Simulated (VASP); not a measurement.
# TaTe (F-43m) in VASP: density of states with PBEsol

Aim: the density of states of TaTe with PBEsol.

Program: VASP 6.6.1. These are calculated values, not measurements. Logs are shortened: lines on timing, memory, paths and dates and some standing lists are left out, and cuts for length are marked.

## Step 1: Starting point

The structure is cubic, space group F-43m (No. 216). Conventional cell: a = 6.234 Å, b = 6.234 Å, c = 6.234 Å, α = 90.00°, β = 90.00°, γ = 90.00°. Around Ta (site symmetry -43m) lie 4 Te at 2.70 Å. Te (site symmetry -43m) has 4 Ta at 2.70 Å as nearest neighbours.

The cell comes from a database or a generator and needn't be the stable form of this composition.

## Step 2: Density of states, PBEsol, collinear spin, typed start

POSCAR

```
TaTe
1.0
    0.0000000000      3.1168534336      3.1168534336
    3.1168534336      0.0000000000      3.1168534336
    3.1168534336      3.1168534336      0.0000000000
Ta Te
1 1
Direct
    0.0000000000      0.0000000000      0.0000000000
    0.2500000000      0.2500000000      0.2500000000
```

INCAR.step1

```
ALGO     = Normal         # electronic algorithm
EDIFF    = 1E-6           # SCF threshold, eV
ENCUT    = 520            # plane-wave cutoff, eV
GGA      = PS             # functional
ISIF     = 2              # what is computed and relaxed
ISMEAR   = 0              # smearing method
ISPIN    = 2              # spin polarisation
LASPH    = T              # aspherical terms in the spheres
LCHARG   = T              # write CHGCAR
LMAXMIX  = 4              # l up to which the mixer works
LREAL    = F              # projectors in reciprocal space
LWAVE    = F              # write WAVECAR
MAGMOM   = 1.29 0         # initial moments
NBANDS   = 20             # bands
NELM     = 150            # most SCF steps
PREC     = Accurate       # precision mode
SIGMA    = 0.05           # smearing width, eV
```

KPOINTS.step1

```
k-points
0
Gamma
  8 8 8
```

INCAR.step2

```
ALGO     = Normal         # electronic algorithm
EDIFF    = 1E-6           # SCF threshold, eV
ENCUT    = 520            # plane-wave cutoff, eV
GGA      = PS             # functional
ICHARG   = 11             # starting density
ISIF     = 2              # what is computed and relaxed
ISMEAR   = -5             # smearing method
ISPIN    = 2              # spin polarisation
LASPH    = T              # aspherical terms in the spheres
LCHARG   = F              # write CHGCAR
LMAXMIX  = 4              # l up to which the mixer works
LORBIT   = 10             # projections on sites
LREAL    = F              # projectors in reciprocal space
LWAVE    = F              # write WAVECAR
MAGMOM   = 1.29 0         # initial moments
NEDOS    = 1001           # points of the DOS
NELM     = 150            # most SCF steps
PREC     = Accurate       # precision mode
SIGMA    = 0.05           # smearing width, eV
```

KPOINTS.step2

```
k-points
0
Gamma
  12 12 12
```

Potentials or basis: VASP PAW PBE potentials, release 64 (Ta_pv, Te).

Started as:

```console
cat potpaw_PBE.64/Ta_pv/POTCAR potpaw_PBE.64/Te/POTCAR > POTCAR
cp INCAR.step1 INCAR
cp KPOINTS.step1 KPOINTS
mpirun -np 1 vasp_std > vasp.out
cp INCAR.step2 INCAR
cp KPOINTS.step2 KPOINTS
mpirun -np 1 vasp_std > vasp.out
```

OUTCAR:

```text
EDIFF = 1E-6
   ENCUT = 520
   GGA = PS
   ICHARG = 11
   ISIF = 2
   ISMEAR = -5
   ISPIN = 2
   LASPH = T
   LORBIT = 10
   LREAL = F
   NELM = 150
   PREC = Accurate

 ion  position               nearest neighbor table
   1  0.000  0.000  0.000-   2 2.70   2 2.70   2 2.70   2 2.70
   2  0.250  0.250  0.250-   1 2.70   1 2.70   1 2.70   1 2.70

  LATTYP: Found a face centered cubic cell.
 ALAT       =     6.2337068672

  Lattice vectors:

 A1 = (   0.0000000000,   3.1168534336,   3.1168534336)
 A2 = (   3.1168534336,   0.0000000000,   3.1168534336)
 A3 = (   3.1168534336,   3.1168534336,   0.0000000000)

Analysis of symmetry for initial positions (statically):
=====================================================================
 Subroutine PRICEL returns:
 Original cell was already a primitive cell.

 Routine SETGRP: Setting up the symmetry group for a
 face centered cubic supercell.

 Subroutine GETGRP returns: Found 24 space group operations
 (whereof 24 operations were pure point group operations)
 out of a pool of 48 trial point group operations.

The static configuration has the point symmetry T_d .

Analysis of symmetry for dynamics (positions and initial velocities):
=====================================================================
 Subroutine PRICEL returns:
 Original cell was already a primitive cell.

 Routine SETGRP: Setting up the symmetry group for a
 face centered cubic supercell.

 Subroutine GETGRP returns: Found 24 space group operations
 (whereof 24 operations were pure point group operations)
 out of a pool of 48 trial point group operations.

The dynamic configuration has the point symmetry T_d .

Analysis of structural, dynamic, and magnetic symmetry:
=====================================================================
 Subroutine PRICEL returns:
 Original cell was already a primitive cell.

 Routine SETGRP: Setting up the symmetry group for a
 face centered cubic supercell.

 Subroutine GETGRP returns: Found 24 space group operations
 (whereof 24 operations were pure point group operations)
 out of a pool of 48 trial point group operations.

The overall configuration has the point symmetry T_d .

 Subroutine INISYM returns: Found 24 space group operations
 (whereof 24 operations are pure point group operations),
 and found     1 'primitive' translations

----------------------------------------------------------------------------------------

                                     Primitive cell

  volume of cell :      60.5591

  direct lattice vectors                    reciprocal lattice vectors
     0.000000000  3.116853434  3.116853434    -0.160418194  0.160418194  0.160418194
     3.116853434  0.000000000  3.116853434     0.160418194 -0.160418194  0.160418194
     3.116853434  3.116853434  0.000000000     0.160418194  0.160418194 -0.160418194

  length of vectors
     4.407896398  4.407896398  4.407896398     0.277852463  0.277852463  0.277852463

  position of ions in fractional coordinates (direct lattice)
     0.000000000  0.000000000  0.000000000
     0.250000000  0.250000000  0.250000000

  ion indices of the primitive-cell ions
   primitive index   ion index
                 1           1
                 2           2

----------------------------------------------------------------------------------------

 KPOINTS: k-points

Automatic generation of k-mesh.
 Grid dimensions read from file:
 generate k-points for:   12   12   12

 Generating k-lattice:

  Cartesian coordinates                     Fractional coordinates (reciprocal lattice)
    -0.013368183  0.013368183  0.013368183     0.083333333  0.000000000  0.000000000
     0.013368183 -0.013368183  0.013368183     0.000000000  0.083333333  0.000000000
     0.013368183  0.013368183 -0.013368183     0.000000000  0.000000000  0.083333333

  Length of vectors
     0.023154372  0.023154372  0.023154372

  Shift w.r.t. Gamma in fractional coordinates (k-lattice)
     0.000000000  0.000000000  0.000000000

 TETIRR: Found    247 inequivalent tetrahedra from    10368

 Subroutine IBZKPT returns following result:
 ===========================================

 Found     72 irreducible k-points:

 Following reciprocal coordinates:
            Coordinates               Weight
  0.000000  0.000000  0.000000      1.000000
  0.083333  0.000000  0.000000      8.000000
  0.166667  0.000000  0.000000      8.000000
  0.250000  0.000000  0.000000      8.000000
  0.333333  0.000000  0.000000      8.000000
  0.416667  0.000000  0.000000      8.000000
[... 16 lines left out ...]
  0.500000  0.166667  0.000000     24.000000
 -0.416667  0.166667  0.000000     24.000000
 [... further k-points ...]
   k-points           NKPTS =     72   k-points in BZ     NKDIM =     72   number of bands    NBANDS=     13
   number of dos      NEDOS =   1001   number of ions     NIONS =      2
   total plane-waves  NPLWV =  46656
   dimension x,y,z NGX =    36 NGY =   36 NGZ =   36
   dimension x,y,z NGXF=    72 NGYF=   72 NGZF=   72
   ions per type =               1   1
   NGX,Y,Z   is equivalent  to a cutoff of  13.58, 13.58, 13.58 a.u.
   NGXF,Y,Z  is equivalent  to a cutoff of  27.16, 27.16, 27.16 a.u.
 SYSTEM =  unknown system
   PREC   = accura    normal or accurate (medium, high low for compatibility)
   ISTART =      0    job   : 0-new  1-cont  2-samecut
   ICHARG =     11    charge: 1-file 2-atom 10-const
   ISPIN  =      2    spin polarized calculation?
   LNONCOLLINEAR =      F non collinear calculations
   LSORBIT =      F    spin-orbit coupling
   LASPH  =      T    aspherical Exc in radial PAW
   ENCUT  =  520.0 eV  38.22 Ry    6.18 a.u.   8.20  8.20  8.20*2*pi/ulx,y,z
   NELM   =    150;   NELMIN=  2; NELMDL=  0     # of ELM steps
   EDIFF  = 0.1E-05   stopping-criterion for ELM
   LREAL  =      F    real-space projection
   EDIFFG = 0.1E-04   stopping-criterion for IOM
   NSW    =      0    number of steps for IOM
   IBRION =     -1    ionic relax: 0-MD 1-quasi-New 2-CG
   NFREE  =      0    steps in history (QN), initial steepest desc. (CG)
   ISIF   =      2    stress and relaxation
   ISYM   =      2    0-nonsym 1-usesym 2-fastsym
   POTIM  = 0.5000    time-step for ionic-motion
   TEBEG  =    0.0;   TEEND  =   0.0 temperature during run
   PSTRESS=    0.0 pullay stress
   NELECT =      17.0000    total number of electrons
   NUPDOWN=      -1.0000    fix difference up-down
   EMIN   =  10.00;   EMAX   =-10.00  energy-range for DOS
   EFERMI =   0.00;   METHOD = LEGACY
   ISMEAR =    -5;   SIGMA  =   0.05  broadening in eV -4-tet -1-fermi 0-gaus
   EFERMI_NEDOS =   21; number of points for ismear=-14 and -15
   IALGO  =     38    algorithm
   IMIX   =      4    mixing-type and parameters
     AMIX     =   0.40;   BMIX     =  1.00
     AMIX_MAG =   1.60;   BMIX_MAG =  1.00
  volume/ion in A,a.u.               =      30.28       204.34
  Fermi-wavevector in a.u.,A,eV,Ry     =   1.071926  2.025646 15.633436  1.149025
  Thomas-Fermi vector in A             =   2.207681
   LORBIT       =     10    0 simple, 1 ext, 2 COOP (PROOUT), +10 PAW based schemes
   GGA     = PS    functional components
   LHFCALC =     F    Hartree Fock is set to
   AEXX    =    0.0000 exact exchange contribution
   IVDW    =     0    specifies the selected vdW correction
   LEPSILON=     F    determine dielectric tensor
   LRPA    =     F    only Hartree local field effects (RPA)
 spin polarized calculation
 Fermi weights with tetrahedron method with Bloechl corrections
  energy-cutoff  :      520.00
  volume of cell :       60.56
 maximum number of plane-waves:      1660
 NGX is ok and might be reduce to    36

 number of electron      17.0000001 magnetization       1.9735201

 Free energy of the ion-electron system (eV)
  ---------------------------------------------------
  ext. energy  EPLUGINS =         0.00000000
  ---------------------------------------------------
  free energy    TOTEN  =       -13.98482602 eV

  energy without entropy =      -13.98482602  energy(sigma->0) =      -13.98482602

 E-fermi :   4.8922     XC(G=0):  -9.6544

 val. band max:        4.8988259219   @ k =  -0.4167   0.3333   0.1667
 cond. band min:       4.8936298378   @ k =   0.4167   0.3333   0.0000
 fundamental gap:     -0.0051960841
 Fermi energy:         4.8922296327

 spin component 1

 k-point     1 :       0.0000    0.0000    0.0000
  band No.  band energies     occupation
      1     -30.2343      1.00000
      2     -30.2343      1.00000
      3     -30.2343      1.00000
      4      -8.0938      1.00000
      5       0.7298      1.00000
      6       0.7298      1.00000
      7       0.7298      1.00000
      8       4.3969      1.00000
      9       4.3969      1.00000
     10       5.5593      0.00000
     11       9.1826      0.00000
     12       9.1826      0.00000
     13       9.1826      0.00000
[... 353 lines left out ...]
 k-point    24 :      -0.4167    0.1667    0.0000
  band No.  band energies     occupation
      1     -30.2575      1.00000
      2     -30.2418      1.00000
      3     -30.2389      1.00000
      4      -7.2160      1.00000
      5      -0.5846      1.00000
      6       0.6262      1.00000
      7       1.0868      1.00000
      8       4.2075      1.00000
      9       4.5203      1.00000
     10       4.8019      1.03088
     11       6.5758      0.00000
     12       6.9231      0.00000
     13       8.3633      0.00000

 [... further k-points ...]

 spin component 2

 k-point     1 :       0.0000    0.0000    0.0000
  band No.  band energies     occupation
      1     -29.4243      1.00000
      2     -29.4243      1.00000
      3     -29.4243      1.00000
      4      -7.9094      1.00000
      5       1.1447      1.00000
      6       1.1447      1.00000
      7       1.1447      1.00000
      8       5.7314      0.00000
      9       5.7314      0.00000
     10       6.0758      0.00000
     11       9.6856      0.00000
     12       9.6856      0.00000
     13       9.6856      0.00000
[... 353 lines left out ...]
 k-point    24 :      -0.4167    0.1667    0.0000
  band No.  band energies     occupation
      1     -29.4478      1.00000
      2     -29.4318      1.00000
      3     -29.4289      1.00000
      4      -7.1078      1.00000
      5      -0.1463      1.00000
      6       1.0522      1.00000
      7       1.4986      1.00000
      8       5.0178      0.10807
      9       5.7018      0.00000
     10       5.9456      0.00000
     11       7.4220      0.00000
     12       7.7552      0.00000
     13       8.9232      0.00000

 [... further k-points ...]

------------------------ aborting loop because EDIFF is reached ----------------------------------------

  FORCE on cell =-STRESS in cart. coord.  units (eV):
  Direction    XX          YY          ZZ          XY          YZ          ZX
  --------------------------------------------------------------------------------------
  -------------------------------------------------------------------------------------
  Total       -0.0593908     -0.0593908     -0.0593908      0.0000000      0.0000000      0.0000000
  in kB       -1.5712702     -1.5712702     -1.5712702      0.0000000      0.0000000      0.0000000
  external PRESSURE =      -1.5712702 kB  Pullay stress =       0.0000000 kB

 VOLUME and BASIS-vectors are now :
 -----------------------------------------------------------------------------
  energy-cutoff  :      520.00
  volume of cell :       60.56
      direct lattice vectors                 reciprocal lattice vectors
     0.000000000  3.116853434  3.116853434    -0.160418194  0.160418194  0.160418194
     3.116853434  0.000000000  3.116853434     0.160418194 -0.160418194  0.160418194
     3.116853434  3.116853434  0.000000000     0.160418194  0.160418194 -0.160418194

 POSITION                                       TOTAL-FORCE (eV/Angst)
 -----------------------------------------------------------------------------------
      0.00000      0.00000      0.00000        -0.000000     -0.000000     -0.000000
      1.55843      1.55843      1.55843         0.000000      0.000000      0.000000
 -----------------------------------------------------------------------------------
    total drift:                                0.000000      0.000000      0.000000

  FREE ENERGIE OF THE ION-ELECTRON SYSTEM (eV)
  ---------------------------------------------------
  free  energy   TOTEN  =       -13.9848260163 eV

  energy  without entropy=      -13.9848260163  energy(sigma->0) =      -13.98482602

 total charge

# of ion       s       p       d       tot
------------------------------------------
    1        0.288   6.070   2.459   8.818
    2        1.327   2.108   0.104   3.539
--------------------------------------------------
tot          1.615   8.179   2.564  12.357

 magnetization (x)

# of ion       s       p       d       tot
------------------------------------------
    1        0.046   0.012   1.250   1.309
    2       -0.012  -0.062   0.056  -0.019
--------------------------------------------------
tot          0.034  -0.050   1.306   1.290
```

Wall time 74 s (1 thread of AMD EPYC 9R45 (Zen 5), shared host); peak memory 0.27 GiB.

What came out:

```
Net moment                                            : 1.97 μB per cell
Site moments                                          : Ta +1.31; Te -0.02 μB
Valence electrons inside the program's atomic spheres : Ta 8.82; Te 3.54
```

Levels at points of the mesh, in eV from the Fermi level:
Spin up:
| k point | band 6 | band 7 | band 8 | band 9 | band 10 | band 11 | band 12 | band 13 |
| --- | --- | --- | --- | --- | --- | --- | --- | --- |
| (0.00, 0.00, 0.00) | -4.16 | -4.16 | -0.50 | -0.50 | 0.67 | 4.29 | 4.29 | 4.29 |
| (0.50, 0.00, 0.00) | -3.90 | -3.90 | -0.30 | -0.21 | -0.21 | 1.98 | 1.98 | 2.63 |
| (0.50, 0.50, 0.00) | -3.46 | -3.46 | -1.41 | -0.82 | 0.11 | 0.71 | 0.71 | 5.43 |
Spin down:
| k point | band 5 | band 6 | band 7 | band 8 | band 9 | band 10 | band 11 | band 12 |
| --- | --- | --- | --- | --- | --- | --- | --- | --- |
| (0.00, 0.00, 0.00) | -3.75 | -3.75 | -3.75 | 0.84 | 0.84 | 1.18 | 4.79 | 4.79 |
| (0.50, 0.00, 0.00) | -5.22 | -3.47 | -3.47 | 0.53 | 1.06 | 1.06 | 2.64 | 2.64 |
| (0.50, 0.50, 0.00) | -5.46 | -3.16 | -3.16 | -0.77 | 0.34 | 1.54 | 1.54 | 1.58 |

States per cell in windows of 1 eV (zero at the Fermi level; states under -8 eV left out):
```
from (eV)    up  down  Ta1_d_up  Ta1_d_down  Te2_p_down  Te2_p_up  Ta1_s_up  Ta1_s_down
     -8.0  0.00  0.00      0.00        0.00        0.00      0.00      0.00        0.00
     -7.0  0.00  0.00      0.00        0.00        0.00      0.00      0.00        0.00
     -6.0  0.91  0.34      0.05        0.01        0.10      0.26      0.10        0.03
     -5.0  0.99  0.86      0.18        0.06        0.27      0.33      0.01        0.06
     -4.0  1.13  1.82      0.21        0.29        0.71      0.42      0.00        0.01
     -3.0  0.00  0.00      0.00        0.00        0.00      0.00      0.00        0.00
     -2.0  0.51  0.00      0.23        0.00        0.00      0.00      0.00        0.00
     -1.0  2.05  0.55      1.22        0.23        0.01      0.03      0.03        0.00
      0.0  0.40  1.31      0.20        0.71        0.02      0.01      0.01        0.03
      1.0  1.26  1.15      0.67        0.66        0.02      0.05      0.02        0.02
      2.0  0.77  1.41      0.31        0.75        0.06      0.06      0.02        0.02
      3.0  0.51  0.66      0.10        0.24        0.05      0.06      0.02        0.03
      4.0  0.35  0.53      0.06        0.13        0.06      0.04      0.02        0.02
      5.0  0.20  0.30      0.05        0.07        0.02      0.02      0.01        0.02
      6.0  0.00  0.08      0.00        0.02        0.01      0.00      0.00        0.00
      7.0  0.00  0.00      0.00        0.00        0.00      0.00      0.00        0.00
```

Caveat: the PAW data sets were made with another functional, which shifts forces and pressure a little; tetrahedron occupations give inexact forces and stress in metals. Spin-orbit coupling is left out, which matters for the levels of Ta, Te.
